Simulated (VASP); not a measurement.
Level of theory: revPBE GGA, VASP's PBE PAW potentials (set 64) (plane waves; VASP 6.6.1).

VASP ran on this input.

KPOINTS:
```
Regular mesh
0
G
  19 19 19
```

POSCAR:
```
V
1
   -1.5067819843     1.5067819843     1.5067819843
    1.5067819843    -1.5067819843     1.5067819843
    1.5067819843     1.5067819843    -1.5067819843
V
1
Direct
  0.0000000000   0.0000000000   0.0000000000
```

INCAR:
```
! general
SYSTEM =V
PREC   =Accurate
ENCUT  =520   ! plane-wave cut-off (eV)
LREAL  =.FALSE.   ! projection in real space or not
LASPH  =.TRUE.   ! aspherical one-centre terms

! electronic loop
EDIFF  =1E-7
NELM   =100   ! most electronic steps
ALGO   =Normal   ! blocked Davidson
LMAXMIX=4

! smearing
ISMEAR =-5   ! tetrahedra, Bloechl

! functional
GGA    =RE   ! revPBE

! ions
ISIF   =2

! output
LWAVE  =.FALSE.
LCHARG =.TRUE.
LORBIT =11   ! lm-projected
NEDOS  =601
```

POTCAR, in this order: V_sv (PBE.64 set). Program: vasp_std.

The resulting files:

### OUTCAR
```
 ion  position               nearest neighbor table
   1  0.000  0.000  0.000-
  LATTYP: Found a body centered cubic cell.
 ALAT       =     3.0135639686
 Subroutine PRICEL returns:
 Original cell was already a primitive cell.
 Subroutine GETGRP returns: Found 48 space group operations
The static configuration has the point symmetry O_h .
The dynamic configuration has the point symmetry O_h .
 Subroutine INISYM returns: Found 48 space group operations
 Subroutine IBZKPT returns following result:
 Found    220 irreducible k-points:

 Following reciprocal coordinates:
            Coordinates               Weight
  0.000000  0.000000  0.000000      1.000000
  0.052632  0.000000  0.000000     12.000000
  0.105263  0.000000  0.000000     12.000000
  0.157895  0.000000  0.000000     12.000000
  0.210526  0.000000  0.000000     12.000000
  0.263158  0.000000  0.000000     12.000000
  0.315789  0.000000  0.000000     12.000000
  0.368421  0.000000  0.000000     12.000000
  0.421053  0.000000  0.000000     12.000000
  0.473684  0.000000  0.000000     12.000000
  0.052632  0.052632  0.000000     24.000000
  0.105263  0.052632  0.000000     48.000000
  0.157895  0.052632  0.000000     48.000000
  0.210526  0.052632  0.000000     48.000000
  0.263158  0.052632 -0.000000     48.000000
  0.315789  0.052632  0.000000     48.000000
  0.368421  0.052632  0.000000     48.000000
  0.421053  0.052632 -0.000000     48.000000
  0.473684  0.052632  0.000000     24.000000
  0.105263  0.105263  0.000000     24.000000
  0.157895  0.105263  0.000000     48.000000
  0.210526  0.105263  0.000000     48.000000
  0.263158  0.105263  0.000000     48.000000
  0.315789  0.105263  0.000000     48.000000
  0.368421  0.105263  0.000000     48.000000
  0.421053  0.105263  0.000000     48.000000
  0.157895  0.157895  0.000000     24.000000
  0.210526  0.157895  0.000000     48.000000
  0.263158  0.157895  0.000000     48.000000
  0.315789  0.157895  0.000000     48.000000
  0.368421  0.157895  0.000000     48.000000
  0.421053  0.157895  0.000000     24.000000
  0.210526  0.210526  0.000000     24.000000
  0.263158  0.210526  0.000000     48.000000
  0.315789  0.210526  0.000000     48.000000
  0.368421  0.210526  0.000000     48.000000
  0.263158  0.263158  0.000000     24.000000
  0.315789  0.263158  0.000000     48.000000
  0.368421  0.263158  0.000000     24.000000
  0.315789  0.315789  0.000000     24.000000
   k-points           NKPTS =    220   k-points in BZ     NKDIM =    220   number of bands    NBANDS=     10
   number of dos      NEDOS =    601   number of ions     NIONS =      1
   total plane-waves  NPLWV =   8000
   dimension x,y,z NGX =    20 NGY =   20 NGZ =   20
   dimension x,y,z NGXF=    40 NGYF=   40 NGZF=   40
   ions per type =               1
   PREC   = accura    normal or accurate (medium, high low for compatibility)
   ISTART =      0    job   : 0-new  1-cont  2-samecut
   ICHARG =      2    charge: 1-file 2-atom 10-const
   ISPIN  =      1    spin polarized calculation?
   LNONCOLLINEAR =      F non collinear calculations
   LSORBIT =      F    spin-orbit coupling
   INIWAV =      1    electr: 0-lowe 1-rand  2-diag
   ENCUT  =  520.0 eV  38.22 Ry    6.18 a.u.   4.85  4.85  4.85*2*pi/ulx,y,z
   NELM   =    100;   NELMIN=  2; NELMDL= -5     # of ELM steps
   EDIFF  = 0.1E-06   stopping-criterion for ELM
   LREAL  =      F    real-space projection
   NLSPLINE    = F    spline interpolate recip. space projectors
   LMAXMIX     =    4 max onsite mixed and CHGCAR
   VOSKOWN=      0    Vosko Wilk Nusair interpolation
...
```

File OSZICAR:
```
       N       E                     dE             d eps       ncg     rms          rms(c)
DAV:   1     0.867448981991E+02    0.86745E+02   -0.73908E+03  4400   0.142E+03
DAV:   2    -0.848340709877E+01   -0.95228E+02   -0.93288E+02  4516   0.369E+02
DAV:   3    -0.998236621829E+01   -0.14990E+01   -0.14714E+01  4664   0.548E+01
DAV:   4    -0.999349599361E+01   -0.11130E-01   -0.11050E-01  4462   0.475E+00
DAV:   5    -0.999361612932E+01   -0.12014E-03   -0.12004E-03  4588   0.509E-01    0.176E+01
DAV:   6    -0.863247041352E+01    0.13611E+01   -0.56764E+00  4420   0.357E+01    0.153E+00
DAV:   7    -0.861764958094E+01    0.14821E-01   -0.19166E-02  4430   0.223E+00    0.904E-01
DAV:   8    -0.861058210057E+01    0.70675E-02   -0.62650E-03  4432   0.133E+00    0.563E-02
DAV:   9    -0.861062315337E+01   -0.41053E-04   -0.60091E-05  4464   0.131E-01    0.323E-02
DAV:  10    -0.861062864600E+01   -0.54926E-05   -0.10578E-05  4426   0.412E-02    0.210E-03
DAV:  11    -0.861062928349E+01   -0.63749E-06   -0.15263E-07  3254   0.635E-03    0.624E-04
DAV:  12    -0.861062969139E+01   -0.40790E-06   -0.29330E-08  2206   0.294E-03    0.419E-04
DAV:  13    -0.861062970130E+01   -0.99076E-08   -0.45128E-09  2202   0.111E-03
   1 F= -.86106297E+01 E0= -.86106297E+01  d E =0.000000E+00
```

### OUTCAR
```
------------------------ aborting loop because EDIFF is reached ----------------------------------------
  FORCE on cell =-STRESS in cart. coord.  units (eV):
  Direction    XX          YY          ZZ          XY          YZ          ZX
  --------------------------------------------------------------------------------------
  Total        0.0262611      0.0262611      0.0262611      0.0000000      0.0000000     -0.0000000
  in kB        3.0747625      3.0747625      3.0747625      0.0000000      0.0000000     -0.0000000
  external PRESSURE =       3.0747625 kB  Pullay stress =       0.0000000 kB
  volume of cell :       13.68
      direct lattice vectors                 reciprocal lattice vectors
    -1.506781984  1.506781984  1.506781984     0.000000000  0.331833009  0.331833009
     1.506781984 -1.506781984  1.506781984     0.331833009  0.000000000  0.331833009
     1.506781984  1.506781984 -1.506781984     0.331833009  0.331833009  0.000000000
 POSITION                                       TOTAL-FORCE (eV/Angst)
 -----------------------------------------------------------------------------------
      0.00000      0.00000      0.00000        -0.000000      0.000000      0.000000
 -----------------------------------------------------------------------------------
    total drift:                                0.000000     -0.000000      0.000000
  FREE ENERGIE OF THE ION-ELECTRON SYSTEM (eV)
  ---------------------------------------------------
  free  energy   TOTEN  =        -8.6106297013 eV

  energy  without entropy=       -8.6106297013  energy(sigma->0) =       -8.61062970

 total charge

# of ion       s       p       d       tot
------------------------------------------
    1        2.336   6.218   3.063  11.617
```
(Selected blocks of OUTCAR.)

For a metal the tetrahedron method with Blöchl corrections gives inexact stress and forces.

The compound is V in the bcc structure. It was relaxed first. The run is not spin-polarised, so no magnetic state was tried.
